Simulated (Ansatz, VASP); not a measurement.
# BaTiO3: VASP beside Ansatz, part 2 of 2

Aim: how closely do two programs agree when they are given the same cell, functional and k mesh? The cell is taken from a series of VASP runs on this material, whose earlier steps may have relaxed, scaled or displaced it; both programs get it as it stands. Other levels of theory on this material are compared in a session of their own.

VASP 6.6.1 and Ansatz 0.2.0.

So far: Set-up; Ansatz: dielectric response, PBE.

## 3. VASP: dielectric response, PBE

Level of this step: PBE, no spin polarisation; plane waves and PAW (Ba_sv, Ti_sv, O) (VASP).

The same cell, functional and mesh now go to VASP, with its own data sets and cutoff.

Lines of VASP's logs that name or quote its potential files are left out, and so is its time.

INCAR reads:

```
SYSTEM = BaTiO3
PREC = Accurate
ENCUT = 520
EDIFF = 1E-08
NELM = 100
ISMEAR = 0
SIGMA = 0.01
LREAL = .FALSE.
ALGO = Normal
GGA = PE
NBANDS = 26
LASPH = .TRUE.
LORBIT = 11
LWAVE = .FALSE.
LCHARG = .FALSE.
KPAR = 4
LEPSILON = .TRUE.
```

POSCAR reads:

```
BaTiO3
1.0
    3.9987178624      0.0000000000      0.0000000000
    0.0000000000      3.9987178624      0.0000000000
    0.0000000000      0.0000000000      4.2173231794
Ba Ti O
1 1 3
Direct
    0.0000000000      0.0000000000      0.0129689622
    0.5000000000      0.5000000000      0.5319687985
    0.5000000000      0.5000000000      0.9627634873
    0.5000000000      0.0000000000      0.4846493760
    0.0000000000      0.5000000000      0.4846493760
```

KPOINTS reads:

```
Automatic mesh
0
Gamma
13 13 12
0 0 0
```

Potentials, in the order of the species: Ba_sv, Ti_sv and O (PBE family, release 64).

On the command line:

```bash
mpirun -np 4 vasp_std
```

Numbers of over 12 decimals in the logs are rounded to 6 here.

The log of the run:

```text
[banner, memory and clock lines left out]
running    4 mpi-ranks, on    1 nodes
 distrk:  each k-point on    1 cores,    4 groups
 distr:  one band on    1 cores,    1 groups

 POSCAR found type information on POSCAR BaTiO
 POSCAR found :  3 types and       5 ions
 LDA part: xc-table for (Slater+PW92), standard interpolation
 POSCAR, INCAR and KPOINTS ok, starting setup
 FFT: planning ... GRIDC
 FFT: planning ... GRID_SOFT
 FFT: planning ... GRID
 WAVECAR not read
 entering main loop
       N       E                     dE             d eps       ncg     rms          rms(c)
DAV:   1     0.447611210681E+03    0.44761E+03   -0.21095E+04 10192   0.166E+03
DAV:   2    -0.330684124904E+01   -0.45092E+03   -0.43583E+03 12276   0.451E+02
DAV:   3    -0.485218092410E+02   -0.45215E+02   -0.44769E+02 14110   0.141E+02
DAV:   4    -0.506865122657E+02   -0.21647E+01   -0.21616E+01 15430   0.271E+01
DAV:   5    -0.507573679006E+02   -0.70856E-01   -0.70842E-01 14112   0.362E+00    0.231E+01
DAV:   6    -0.402795818393E+02    0.10478E+02   -0.67249E+01 15876   0.722E+01    0.103E+01
DAV:   7    -0.402474763176E+02    0.32106E-01   -0.13268E+01 14058   0.271E+01    0.688E+00
DAV:   8    -0.400451690663E+02    0.20231E+00   -0.72929E-01 13462   0.788E+00    0.357E+00
DAV:   9    -0.400660020045E+02   -0.20833E-01   -0.40642E-01 15226   0.579E+00    0.151E+00
DAV:  10    -0.400487943415E+02    0.17208E-01   -0.13407E-01 14032   0.370E+00    0.563E-01
DAV:  11    -0.400453448959E+02    0.34494E-02   -0.12281E-02 14202   0.903E-01    0.276E-01
DAV:  12    -0.400446667052E+02    0.67819E-03   -0.49502E-03 11776   0.405E-01    0.462E-02
DAV:  13    -0.400446701376E+02   -0.34324E-05   -0.28526E-04 12124   0.131E-01    0.242E-02
DAV:  14    -0.400446671976E+02    0.29400E-05   -0.47812E-05 14628   0.580E-02    0.166E-02
DAV:  15    -0.400446666798E+02    0.51781E-06   -0.20465E-05 14724   0.459E-02    0.623E-03
DAV:  16    -0.400446665412E+02    0.13853E-06   -0.19021E-06 11510   0.115E-02    0.155E-03
DAV:  17    -0.400446665547E+02   -0.13479E-07   -0.89021E-08 16406   0.198E-03    0.891E-04
DAV:  18    -0.400446665426E+02    0.12138E-07   -0.69463E-08 12214   0.192E-03    0.267E-04
DAV:  19    -0.400446665419E+02    0.67212E-09   -0.35453E-09  6270   0.478E-04
   1 F= -.40044667E+02 E0= -.40044667E+02  d E =-.756115E-20
 Linear response reoptimize wavefunctions to high precision
DAV:   1    -0.400446665375E+02    0.44224E-08   -0.20018E-09  7046   0.350E-04
DAV:   2    -0.400446665375E+02   -0.13642E-10   -0.35702E-10  6210   0.135E-04
 Linear response G [H, r] |phi>, progress :
  Direction:   1
       N       E                     dE             d eps       ncg     rms
RMM:   1    -0.131388378741E+03   -0.13139E+03   -0.19902E+03 15169   0.687E+02
RMM:   2    -0.142940363155E+03   -0.11552E+02   -0.10164E+02 18700   0.566E+01
RMM:   3    -0.146418977903E+03   -0.34786E+01   -0.29389E+01 25372   0.183E+01
RMM:   4    -0.147017663101E+03   -0.59869E+00   -0.73295E+00 26318   0.837E+00
RMM:   5    -0.147246451268E+03   -0.22879E+00   -0.28033E+00 27197   0.457E+00
RMM:   6    -0.147347695183E+03   -0.10124E+00   -0.12807E+00 27146   0.273E+00
RMM:   7    -0.147392074888E+03   -0.44380E-01   -0.61648E-01 27399   0.175E+00
RMM:   8    -0.147409202520E+03   -0.17128E-01   -0.23339E-01 27330   0.114E+00
RMM:   9    -0.147421395450E+03   -0.12193E-01   -0.16594E-01 27163   0.786E-01
RMM:  10    -0.147430293197E+03   -0.88977E-02   -0.11965E-01 26821   0.558E-01
RMM:  11    -0.147434888875E+03   -0.45957E-02   -0.28597E-02 26548   0.393E-01
RMM:  12    -0.147439701762E+03   -0.48129E-02   -0.52452E-02 26334   0.280E-01
RMM:  13    -0.147440565450E+03   -0.86369E-03   -0.34429E-02 26249   0.200E-01
RMM:  14    -0.147441120669E+03   -0.55522E-03   -0.25950E-03 26085   0.146E-01
[...]
RMM:  21    -0.147442482394E+03   -0.42219E-04    0.17007E-03 24821   0.310E-02
RMM:  22    -0.147442502761E+03   -0.20367E-04    0.71631E-04 24633   0.273E-02
RMM:  23    -0.147442508743E+03   -0.59826E-05    0.90714E-04 24516   0.247E-02
RMM:  24    -0.147442543346E+03   -0.34603E-04    0.13921E-05 24394   0.227E-02
RMM:  25    -0.147442561945E+03   -0.18598E-04    0.16499E-04 24278   0.212E-02
RMM:  26    -0.147442565704E+03   -0.37598E-05    0.18804E-04 24229   0.201E-02
RMM:  27    -0.147442570769E+03   -0.50644E-05    0.37207E-05 24179   0.191E-02
RMM:  28    -0.147442577705E+03   -0.69362E-05   -0.81409E-05 24168   0.184E-02
[...]
change of polarisation eV/A/(eV/A) component  2 :    -0.320     2.421    -0.105
 dielectric tensor                  component  2 :    -0.860     7.495    -0.282
 Linear response to external field (no local field effect), progress :
  Direction:   3
       N       E                     dE             d eps       ncg     rms          rms(c)
RMM:   1    -0.827961996963E+00   -0.82796E+00   -0.28312E+00 18820   0.899E+00
RMM:   2    -0.881040365279E+00   -0.53078E-01   -0.13340E-01 20332   0.189E+00
RMM:   3    -0.889507256878E+00   -0.84669E-02   -0.62387E-02 24523   0.711E-01
RMM:   4    -0.890818638355E+00   -0.13114E-02   -0.15672E-02 25443   0.348E-01
RMM:   5    -0.891663966474E+00   -0.84533E-03   -0.85176E-03 25932   0.192E-01
RMM:   6    -0.891976858479E+00   -0.31289E-03   -0.32883E-03 25994   0.108E-01
[...]
RMM:   1    -0.898860754285E+00   -0.89886E+00   -0.32994E+00 54458   0.932E+00
RMM:   2    -0.984219763167E+00   -0.85359E-01   -0.15598E-01 57205   0.196E+00    0.133E+00
RMM:   3    -0.976584889811E+00    0.76349E-02   -0.84875E-02 59401   0.138E+00    0.750E-01
RMM:   4    -0.100810464290E+01   -0.31520E-01   -0.50875E-02 60514   0.119E+00    0.206E-01
RMM:   5    -0.102400709013E+01   -0.15902E-01   -0.20077E-02 69358   0.537E-01    0.446E-02
RMM:   6    -0.102600822396E+01   -0.20011E-02   -0.55953E-03 72601   0.247E-01    0.337E-02
RMM:   7    -0.102746528048E+01   -0.14571E-02   -0.28225E-03 70954   0.126E-01    0.202E-02
RMM:   8    -0.102823534348E+01   -0.77006E-03   -0.10415E-03 69098   0.783E-02    0.623E-03
RMM:   9    -0.102839210001E+01   -0.15676E-03   -0.68487E-04 71737   0.468E-02    0.299E-03
RMM:  10    -0.102839582561E+01   -0.37256E-05   -0.34005E-04 70838   0.297E-02    0.232E-03
RMM:  11    -0.102848357765E+01   -0.87752E-04   -0.24153E-04 70521   0.194E-02    0.140E-03
RMM:  12    -0.102860483433E+01   -0.12126E-03   -0.11931E-04 67926   0.137E-02    0.657E-04
RMM:  13    -0.102855597948E+01    0.48855E-04   -0.84831E-05 68644   0.926E-03    0.862E-04
RMM:  14    -0.102859770157E+01   -0.41722E-04   -0.38129E-05 66416   0.675E-03    0.293E-04
RMM:  15    -0.102860359147E+01   -0.58899E-05   -0.34284E-05 70402   0.475E-03    0.383E-04
RMM:  16    -0.102860878047E+01   -0.51890E-05   -0.16036E-05 70195   0.346E-03    0.438E-04
RMM:  17    -0.102861337481E+01   -0.45943E-05   -0.14433E-05 66725   0.265E-03    0.452E-04
RMM:  18    -0.102861705602E+01   -0.36812E-05   -0.98599E-06 65431   0.215E-03    0.436E-04
 change of polarisation eV/A/(eV/A) component  1 :     1.935    -0.015    -0.000
 dielectric tensor                  component  1 :     6.193    -0.041    -0.000
 Linear response to external field, progress :
  Direction:   2
       N       E                     dE             d eps       ncg     rms          rms(c)
RMM:   1    -0.898860619842E+00   -0.89886E+00   -0.32994E+00 54458   0.932E+00
RMM:   2    -0.984218982880E+00   -0.85358E-01   -0.15598E-01 57209   0.196E+00    0.133E+00
RMM:   3    -0.976584741839E+00    0.76342E-02   -0.84880E-02 59405   0.138E+00    0.750E-01
RMM:   4    -0.100810468693E+01   -0.31520E-01   -0.50881E-02 60510   0.119E+00    0.206E-01
RMM:   5    -0.102400354478E+01   -0.15899E-01   -0.20080E-02 69367   0.537E-01    0.446E-02
RMM:   6    -0.102600829159E+01   -0.20047E-02   -0.55962E-03 72584   0.247E-01    0.337E-02
RMM:   7    -0.102749577283E+01   -0.14875E-02   -0.28232E-03 70943   0.126E-01    0.193E-02
RMM:   8    -0.102825075783E+01   -0.75499E-03   -0.10373E-03 69204   0.775E-02    0.579E-03
RMM:   9    -0.102837812166E+01   -0.12736E-03   -0.78970E-04 71867   0.463E-02    0.297E-03
RMM:  10    -0.102841492491E+01   -0.36803E-04   -0.39548E-04 71756   0.291E-02    0.230E-03
RMM:  11    -0.102853194806E+01   -0.11702E-03   -0.28016E-04 70293   0.193E-02    0.102E-03
RMM:  12    -0.102855193180E+01   -0.19984E-04   -0.16403E-04 71904   0.130E-02    0.581E-04
RMM:  13    -0.102857814424E+01   -0.26212E-04   -0.12901E-04 69694   0.896E-03    0.374E-04
RMM:  14    -0.102860808926E+01   -0.29945E-04   -0.72294E-05 69820   0.639E-03    0.198E-04
[...]
RMM:  22    -0.102863701508E+01   -0.16581E-06   -0.31436E-06 53426   0.133E-03    0.852E-05
RMM:  23    -0.102863705256E+01   -0.37480E-07   -0.25065E-06 49289   0.127E-03    0.909E-05
RMM:  24    -0.102863616138E+01    0.89119E-06   -0.24036E-06 49397   0.123E-03    0.114E-04
RMM:  25    -0.102863625686E+01   -0.95481E-07   -0.19781E-06 47794   0.120E-03    0.113E-04
RMM:  26    -0.102863998463E+01   -0.37278E-05   -0.21069E-06 59132   0.121E-03    0.258E-05
RMM:  27    -0.102864237686E+01   -0.23922E-05   -0.20594E-06 57589   0.119E-03    0.304E-05
RMM:  28    -0.102864229791E+01    0.78956E-07   -0.18132E-06 46175   0.116E-03    0.254E-05
RMM:  29    -0.102864231434E+01   -0.16429E-07   -0.18034E-06 45712   0.115E-03    0.261E-05
 change of polarisation eV/A/(eV/A) component  2 :    -0.086     1.935    -0.000
 dielectric tensor                  component  2 :    -0.232     6.193    -0.000
 Linear response to external field, progress :
  Direction:   3
       N       E                     dE             d eps       ncg     rms          rms(c)
RMM:   1    -0.827961996963E+00   -0.82796E+00   -0.28312E+00 18820   0.899E+00
RMM:   2    -0.881040377700E+00   -0.53078E-01   -0.13340E-01 20332   0.189E+00    0.230E+00
RMM:   3    -0.816340065224E+00    0.64700E-01   -0.57619E-01 18229   0.420E+00    0.179E+00
RMM:   4    -0.788820592297E+00    0.27519E-01   -0.11613E-01 18714   0.208E+00    0.624E-01
RMM:   5    -0.800511540200E+00   -0.11691E-01   -0.28575E-02 20597   0.101E+00    0.357E-01
RMM:   6    -0.819603202199E+00   -0.19092E-01   -0.15358E-02 21561   0.620E-01    0.129E-01
RMM:   7    -0.826058452444E+00   -0.64553E-02   -0.65253E-03 23300   0.352E-01    0.683E-02
RMM:   8    -0.827978354068E+00   -0.19199E-02   -0.25414E-03 23742   0.196E-01    0.210E-02
RMM:   9    -0.829272428755E+00   -0.12941E-02   -0.11773E-03 24215   0.110E-01    0.654E-03
RMM:  10    -0.829518044001E+00   -0.24562E-03   -0.76367E-04 24943   0.604E-02    0.585E-03
RMM:  11    -0.829898801317E+00   -0.38076E-03   -0.58471E-04 23400   0.391E-02    0.200E-03
RMM:  12    -0.829877826424E+00    0.20975E-04   -0.37181E-04 24441   0.249E-02    0.273E-03
RMM:  13    -0.829977309893E+00   -0.99483E-04   -0.28574E-04 24682   0.171E-02    0.206E-03
RMM:  14    -0.830158474396E+00   -0.18116E-03   -0.20400E-04 22788   0.134E-02    0.211E-03
RMM:  15    -0.830081165172E+00    0.77309E-04   -0.14788E-04 22845   0.983E-03    0.113E-03
RMM:  16    -0.830100240309E+00   -0.19075E-04   -0.12662E-04 25723   0.668E-03    0.139E-03
RMM:  17    -0.830101775146E+00   -0.15348E-05   -0.93408E-05 24255   0.499E-03    0.198E-03
RMM:  18    -0.830155855731E+00   -0.54081E-04   -0.89547E-05 22107   0.463E-03    0.108E-03
RMM:  19    -0.830176899830E+00   -0.21044E-04   -0.71090E-05 24270   0.343E-03    0.883E-04
RMM:  20    -0.830188403683E+00   -0.11504E-04   -0.55596E-05 24184   0.272E-03    0.833E-04
RMM:  21    -0.830204056390E+00   -0.15653E-04   -0.48335E-05 23047   0.239E-03    0.651E-04
RMM:  22    -0.830206214292E+00   -0.21579E-05   -0.29713E-05 22959   0.195E-03    0.758E-04
 change of polarisation eV/A/(eV/A) component  3 :    -0.220    -0.112     1.545
 dielectric tensor                  component  3 :    -0.590    -0.300     5.146
 Born effective charges drift removed
```

Parts of OUTCAR (step 3):

```text
ion  position               nearest neighbor table
   1  0.000  0.000  0.013-   4 2.82   5 2.82   5 2.82   4 2.82   3 2.84   3 2.84   3 2.84   3 2.84
                             4 2.99   5 2.99   4 2.99   5 2.99   2 3.48   2 3.48   2 3.48   2 3.48
   2  0.500  0.500  0.532-   3 1.82   4 2.01   5 2.01   4 2.01   5 2.01   3 2.40   1 3.48   1 3.48
                             1 3.48   1 3.48   1 3.58   1 3.58   1 3.58   1 3.58
   3  0.500  0.500  0.963-   2 1.82   2 2.40   1 2.84   1 2.84   1 2.84   1 2.84
   4  0.500  0.000  0.485-   2 2.01   2 2.01   1 2.82   1 2.82   1 2.99   1 2.99
   5  0.000  0.500  0.485-   2 2.01   2 2.01   1 2.82   1 2.82   1 2.99   1 2.99

  LATTYP: Found a simple tetragonal cell.
 ALAT       =     3.9987178624
 C/A-ratio  =     1.0546688525

 Subroutine GETGRP returns: Found  8 space group operations
 (whereof  8 operations were pure point group operations)

The static configuration has the point symmetry C_4v.

 Found    196 irreducible k-points:

   k-points           NKPTS =    196   k-points in BZ     NKDIM =    196   number of bands    NBANDS=     26

   dimension x,y,z NGX =    30 NGY =   30 NGZ =   32
   dimension x,y,z NGXF=    60 NGYF=   60 NGZF=   64

   ENCUT  =  520.0 eV  38.22 Ry    6.18 a.u.   7.43  7.43  7.84*2*pi/ulx,y,z

   NELECT =      40.0000    total number of electrons

 k-points in reciprocal lattice and weights: Automatic mesh
   0.00000000  0.00000000  0.00000000       0.000
   0.07692308  0.00000000  0.00000000       0.002
   0.15384615  0.00000000  0.00000000       0.002
   0.23076923  0.00000000  0.00000000       0.002
   0.30769231  0.00000000  0.00000000       0.002
   0.38461538  0.00000000  0.00000000       0.002
   0.46153846  0.00000000  0.00000000       0.002
   0.07692308  0.07692308  0.00000000       0.002
   0.15384615  0.07692308  0.00000000       0.004
[...]
0.46153846  0.38461538  0.50000000       0.004
   0.46153846  0.46153846  0.50000000       0.002

 average (electrostatic) potential at core
       1 -33.4894       2 -77.1739       3 -70.2951       4 -69.9492       5 -69.9492

  Total       -0.0161104     -0.0161104      0.0279704      0.0000000      0.0000000      0.0000000
  in kB       -0.3827713     -0.3827713      0.6645548      0.0000000      0.0000000      0.0000000
  external PRESSURE =      -0.0336626 kB  Pullay stress =       0.0000000 kB

  energy-cutoff  :      520.00
  volume of cell :       67.43
      direct lattice vectors                 reciprocal lattice vectors
     3.998717862  0.000000000  0.000000000     0.250080159  0.000000000  0.000000000
     0.000000000  3.998717862  0.000000000     0.000000000  0.250080159  0.000000000
     0.000000000  0.000000000  4.217323179     0.000000000  0.000000000  0.237117232

 POSITION                                       TOTAL-FORCE (eV/Angst)
 -----------------------------------------------------------------------------------
      0.00000      0.00000      0.05469        -0.000000     -0.000000      0.005143
      1.99936      1.99936      2.24348        -0.000000      0.000000      0.003702
      1.99936      1.99936      4.06028        -0.000000     -0.000000     -0.006939
      1.99936      0.00000      2.04392        -0.000000     -0.000000     -0.000953
      0.00000      1.99936      2.04392         0.000000     -0.000000     -0.000953
 -----------------------------------------------------------------------------------
    total drift:                                0.000000      0.000000      0.000401

 MACROSCOPIC STATIC DIELECTRIC TENSOR (including local field effects in DFT)
 ------------------------------------------------------
           6.192843     0.000000     0.000000
          -0.000000     6.192843     0.000000
           0.000000     0.000000     5.145801
 ------------------------------------------------------

 PIEZOELECTRIC TENSOR (including local field effects)  for field in x, y, z        (C/m^2)
          XX          YY          ZZ          XY          YZ          ZX
  --------------------------------------------------------------------------------
  x    -0.00000     0.00000     0.00000     0.00000     0.00000     0.15133
  y    -0.00000    -0.00000     0.00000     0.00000     0.15133     0.00000
  z     0.20838     0.20838     0.12495     0.00000     0.00000     0.00000

 BORN EFFECTIVE CHARGES (including local field effects) (in |e|, cummulative output)
 ---------------------------------------------------------------------------------
 ion    1
    1     2.68822     0.00000     0.00000
    2     0.00000     2.68822    -0.00000
    3     0.00000     0.00000     2.89299
 ion    2
    1     6.87754     0.00000     0.00000
    2     0.00000     6.87754     0.00000
    3     0.00000     0.00000     4.83790
 ion    3
    1    -1.90518     0.00000     0.00000
    2     0.00000    -1.90518     0.00000
    3     0.00000     0.00000    -4.04033
 ion    4
    1    -2.09545     0.00000     0.00000
    2     0.00000    -5.56513    -0.00000
    3     0.00000     0.00000    -1.84528
 ion    5
    1    -5.56513     0.00000     0.00000
    2     0.00000    -2.09545     0.00000
    3     0.00000     0.00000    -1.84528
```

Energies printed during the response cycles are not total energies of the cell.

## 4. Differences

Known differences besides the potentials themselves: VASP's response is taken on the typed mesh, Ansatz refines its own for the field response alone; the cutoff is 420 eV in Ansatz and 520 eV in VASP. Total energies have different zeros and are not compared.

Both answers:

```
                                     quantity  Ansatz   VASP  difference
                                        ε∞ xx    6.16   6.19     -0.53 %
                                        ε∞ yy    6.16   6.19     -0.53 %
                                        ε∞ zz    5.14   5.15     -0.13 %
Born charge of Ba1 (mean of the diagonal) (e)    2.78   2.76       +0.02
Born charge of Ti2 (mean of the diagonal) (e)    6.18   6.20       -0.02
 Born charge of O3 (mean of the diagonal) (e)   -2.63  -2.62       -0.01
```

## 5. Summary of results

```yaml
difference_in_eps_infinity_xx_dielectric_response_pbe: -0.53 %
```

The difference in ε∞ xx is -0.53 % (dielectric response, PBE), within the 5 % picked in this series as the mark of a large difference. 12 further runs of this series are not shown here. How closely two codes agree says nothing of how well the functional describes the real material.

[Lines on the potential files, build, host, timing and source positions are cut from VASP's logs without a mark.]

[Logs are printed without paths, hosts, clocks, repeated set-up lines and the standing remarks that a program may print on its own settings, such as how far it seeks lower states.]

[Hosts, paths, dates, database ids (printed as entryN), source tags and the programs' standing remarks are cut or masked in the printed files.]
